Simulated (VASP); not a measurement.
Mg2Ge (antifluorite): the bulk modulus from VASP (plane waves, PAW) at several levels of theory. Static lattice, third-order Birch-Murnaghan fit over five volumes.

| level | bulk modulus (GPa) |
|---|---|
| LDA | 57.8 |
| PBE | 50.6 |
| PBEsol | 53.4 |

The cell of the LDA run:

```
CELL_PARAMETERS angstrom
      0.00000     3.13540     3.13540
      3.13540     0.00000     3.13540
      3.13540     3.13540     0.00000
ATOMIC_POSITIONS crystal
  Mg 0.25000 0.25000 0.25000
  Mg 0.75000 0.75000 0.75000
  Ge 0.00000 0.00000 0.00000
```

Only levels that ran to the end are used. Left out are those held back, those with too coarse a band path, GW runs whose mesh misses a band edge, hybrids' fits of cells that aren't cubic and levels without matching references; a question may draw on a part of the rest.

The compound is Mg2Ge in the antifluorite structure.
